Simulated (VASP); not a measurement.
Calculation: r2SCAN meta-GGA, VASP's PBE PAW potentials (set 64) (plane waves; VASP).

VASP input:

KPOINTS:
```
Automatic mesh
0
Gamma
7 7 6
0 0 0
```

File POSCAR:
```
Ga
1.0
  2.2066421334  -3.7961454429   0.0000000000
  2.2066421334   3.7961454429   0.0000000000
  0.0000000000   0.0000000000   4.5448653413
Ga
4
direct
  0.1556067582   0.8443932418   0.9169218095
  0.3443932418   0.6556067582   0.4169218095
  0.6556067582   0.3443932418   0.5830781905
  0.8443932418   0.1556067582   0.0830781905
```

**INCAR**
```
! general
SYSTEM   =  Ga
PREC     =  Accurate
ENCUT    =  400   ! plane-wave cut-off (eV)
LREAL    =  .False.
LASPH    =  .True.   ! aspherical one-centre terms

! electronic loop
EDIFF    =  1E-6   ! SCF stop (eV)
NELM     =  100   ! most electronic steps
ALGO     =  Normal
LMAXMIX  =  4   ! l cut-off of mixed one-centre charges
LMIXTAU  =  .True.

! smearing
ISMEAR   =  1
SIGMA    =  0.1   ! width (eV)

! functional
METAGGA  =  R2SCAN

! ions
IBRION   =  2   ! conjugate gradients
NSW      =  60   ! most ionic steps
ISIF     =  3   ! ions, shape and volume
EDIFFG   =  -0.02

! output
LWAVE    =  .False.
LCHARG   =  .False.
```

POTCAR, in this order: Ga_d (PBE.64 set). Program: vasp_std.

Output

**OSZICAR**
```
       N       E                     dE             d eps       ncg     rms          rms(c)
DAV:   1     0.294362031304E+03    0.29436E+03   -0.23331E+04  3984   0.284E+03
DAV:   2    -0.130312976474E+02   -0.30739E+03   -0.30273E+03  4178   0.522E+02
DAV:   3    -0.495484514856E+02   -0.36517E+02   -0.36059E+02  4465   0.145E+02
DAV:   4    -0.505551795414E+02   -0.10067E+01   -0.99531E+00  4404   0.285E+01
DAV:   5    -0.505772477219E+02   -0.22068E-01   -0.22062E-01  4796   0.418E+00    0.261E+00
DAV:   6    -0.463743257156E+02    0.42029E+01   -0.13933E+00  4752   0.167E+01    0.143E+00
DAV:   7    -0.446132583155E+02    0.17611E+01   -0.60977E-01  4339   0.673E+00    0.755E-01
DAV:   8    -0.457440954214E+02   -0.11308E+01   -0.47493E-01  4006   0.468E+00    0.294E-01
DAV:   9    -0.457480777854E+02   -0.39824E-02   -0.69933E-02  4216   0.173E+00    0.121E-01
DAV:  10    -0.457564883102E+02   -0.84105E-02   -0.21882E-02  4451   0.142E+00    0.721E-02
DAV:  11    -0.457555750459E+02    0.91326E-03   -0.13353E-02  4150   0.763E-01    0.734E-02
DAV:  12    -0.457599467158E+02   -0.43717E-02   -0.19650E-03  4164   0.334E-01    0.470E-02
DAV:  13    -0.457619442462E+02   -0.19975E-02   -0.10942E-03  4332   0.196E-01    0.225E-02
DAV:  14    -0.457623046499E+02   -0.36040E-03   -0.29140E-04  4388   0.170E-01    0.686E-03
DAV:  15    -0.457623759291E+02   -0.71279E-04   -0.46114E-05  4354   0.505E-02    0.403E-03
DAV:  16    -0.457624011190E+02   -0.25190E-04   -0.20977E-05  4384   0.337E-02    0.194E-03
DAV:  17    -0.457623998183E+02    0.13008E-05   -0.24758E-06  3343   0.121E-02    0.166E-03
DAV:  18    -0.457624033823E+02   -0.35640E-05   -0.18310E-06  3007   0.973E-03    0.941E-04
DAV:  19    -0.457624041914E+02   -0.80908E-06   -0.10694E-06  2503   0.976E-03
   1 F= -.45762404E+02 E0= -.45762167E+02  d E =-.457624E+02
       N       E                     dE             d eps       ncg     rms          rms(c)
DAV:   1    -0.457638762289E+02   -0.14728E-02   -0.60905E-02  4886   0.235E+00    0.232E-01
DAV:   2    -0.457628804351E+02    0.99579E-03   -0.46580E-03  4717   0.892E-01    0.104E-01
DAV:   3    -0.457625517367E+02    0.32870E-03   -0.59740E-04  6002   0.254E-01    0.258E-02
DAV:   4    -0.457625295091E+02    0.22228E-04   -0.21250E-04  4286   0.111E-01    0.403E-03
DAV:   5    -0.457625853231E+02   -0.55814E-04   -0.32909E-05  4076   0.367E-02    0.168E-03
DAV:   6    -0.457625912818E+02   -0.59586E-05   -0.21229E-06  3420   0.106E-02    0.932E-04
DAV:   7    -0.457625959887E+02   -0.47069E-05   -0.10100E-06  2563   0.867E-03    0.354E-04
DAV:   8    -0.457625972931E+02   -0.13044E-05   -0.27172E-07  2033   0.491E-03    0.127E-04
DAV:   9    -0.457625972854E+02    0.76689E-08   -0.65743E-08  1991   0.277E-03
   2 F= -.45762597E+02 E0= -.45762349E+02  d E =-.193094E-03
       N       E                     dE             d eps       ncg     rms          rms(c)
DAV:   1    -0.457638976797E+02   -0.13004E-02   -0.59908E-02  4894   0.233E+00    0.230E-01
DAV:   2    -0.457629201134E+02    0.97757E-03   -0.45654E-03  4710   0.883E-01    0.103E-01
DAV:   3    -0.457625971081E+02    0.32301E-03   -0.58705E-04  5995   0.251E-01    0.256E-02
DAV:   4    -0.457625752685E+02    0.21840E-04   -0.20783E-04  4293   0.110E-01    0.398E-03
DAV:   5    -0.457626300022E+02   -0.54734E-04   -0.32346E-05  4076   0.363E-02    0.166E-03
DAV:   6    -0.457626358764E+02   -0.58742E-05   -0.20677E-06  3413   0.105E-02    0.920E-04
DAV:   7    -0.457626405372E+02   -0.46609E-05   -0.98393E-07  2518   0.854E-03    0.354E-04
DAV:   8    -0.457626418233E+02   -0.12861E-05   -0.26482E-07  2019   0.485E-03    0.126E-04
DAV:   9    -0.457626418082E+02    0.15054E-07   -0.64276E-08  1984   0.274E-03
   3 F= -.45762642E+02 E0= -.45762385E+02  d E =-.237617E-03
       N       E                     dE             d eps       ncg     rms          rms(c)
DAV:   1    -0.457630286333E+02   -0.38681E-03   -0.47877E-02  4426   0.163E+00    0.127E-01
DAV:   2    -0.457629127485E+02    0.11588E-03   -0.23451E-03  4645   0.596E-01    0.595E-02
DAV:   3    -0.457628340015E+02    0.78747E-04   -0.31946E-04  6016   0.152E-01    0.165E-02
DAV:   4    -0.457628395415E+02   -0.55400E-05   -0.68668E-05  4133   0.625E-02    0.428E-03
DAV:   5    -0.457628434813E+02   -0.39398E-05   -0.15741E-05  4087   0.276E-02    0.241E-03
DAV:   6    -0.457628416408E+02    0.18405E-05   -0.24560E-06  3154   0.105E-02    0.604E-04
DAV:   7    -0.457628413800E+02    0.26080E-06   -0.50315E-07  2376   0.511E-03
   4 F= -.45762841E+02 E0= -.45762578E+02  d E =-.199572E-03
```

### OUTCAR
```
------------------------ aborting loop because EDIFF is reached ----------------------------------------
  FORCE on cell =-STRESS in cart. coord.  units (eV):
  Direction    XX          YY          ZZ          XY          YZ          ZX
  --------------------------------------------------------------------------------------
  Total       -0.0179840     -0.0740977     -0.0501074      0.0000000     -0.0000000      0.0000000
  in kB       -0.3775058     -1.5554003     -1.0518138      0.0000000     -0.0000000      0.0000000
  external PRESSURE =      -0.9949066 kB  Pullay stress =       0.0000000 kB
  volume of cell :       76.33
      direct lattice vectors                 reciprocal lattice vectors
     2.207413805 -3.797562938 -0.000000000     0.226509411 -0.131663387 -0.000000000
     2.207413805  3.797562938  0.000000000     0.226509411  0.131663387  0.000000000
     0.000000000 -0.000000000  4.552549436     0.000000000 -0.000000000  0.219657142
 POSITION                                       TOTAL-FORCE (eV/Angst)
 -----------------------------------------------------------------------------------
      2.20741      2.61534      4.16937         0.000000      0.004784     -0.014076
      2.20741      1.18222      1.89310         0.000000     -0.004784     -0.014076
      2.20741     -1.18222      2.65945         0.000000      0.004784      0.014076
      2.20741     -2.61534      0.38318         0.000000     -0.004784      0.014076
 -----------------------------------------------------------------------------------
    total drift:                               -0.000000      0.000000      0.000000
  FREE ENERGIE OF THE ION-ELECTRON SYSTEM (eV)
  ---------------------------------------------------
  free  energy   TOTEN  =       -45.7628413800 eV

  energy  without entropy=      -45.7620521614  energy(sigma->0) =      -45.76257831

 reached required accuracy - stopping structural energy minimisation
```
(Selected blocks of OUTCAR.)

**CONTCAR**
```
Ga
   1.00000000000000
     2.2074138046265324   -3.7975629382490710   -0.0000000000000000
     2.2074138046265324    3.7975629382490710    0.0000000000000000
     0.0000000000000000   -0.0000000000000000    4.5525494364058403
  Ga
     4
Direct
     0.1556548703790178    0.8443451296209823    0.9158319331022803
     0.3443451296209822    0.6556548703790177    0.4158319331022802
     0.6556548703790177    0.3443451296209822    0.5841680668977197
     0.8443451296209823    0.1556548703790178    0.0841680668977198
```

The compound is Ga in the alpha structure. This run relaxes it. Symmetry was kept, so distortions that lower it aren't found. The start is the result of an earlier pass.
